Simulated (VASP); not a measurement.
Consider the following.

```
CELL_PARAMETERS angstrom
      3.81370     0.00000     0.00000
      0.00000     3.81370     0.00000
      0.00000     0.00000     4.88691
ATOMIC_POSITIONS crystal
  Sn 0.00000 0.50000 0.23537
  Sn 0.50000 0.00000 0.76463
  O  0.50000 0.50000 0.00000
  O  0.00000 0.00000 0.00000
```

These are PBE GGA, VASP's PBE PAW potentials (set 64) (plane waves; VASP) values and carry that method's errors. Settings: 400 eV cut-off, 5×5×4 Γ-centred mesh, Fermi-Dirac smearing of 0.010 eV, potentials Sn_d O.

At this cut-off the stress carries a Pulay error, which pulls relaxed volumes low.

Question: Give the force on each atom (eV/Å).

Answer: 
```json
[
 {"atom": "Sn1", "Fx": "0.000", "Fy": "0.000", "Fz": "0.447"},
 {"atom": "Sn2", "Fx": "0.000", "Fy": "0.000", "Fz": "-0.447"},
 {"atom": "O3", "Fx": "0.000", "Fy": "0.000", "Fz": "0.000"},
 {"atom": "O4", "Fx": "0.000", "Fy": "0.000", "Fz": "0.000"}
]
```

Question: Give the stress tensor in GPa (positive for a compressed cell).

Answer: 
```
1.43  0.00  0.00
0.00  1.43  0.00
0.00  0.00  0.48
```
The pressure is its mean diagonal, 1.12 GPa.

The structure comes from a computed database's SnO entry; how it stands against other phases isn't given here. The cell was not relaxed at this level.
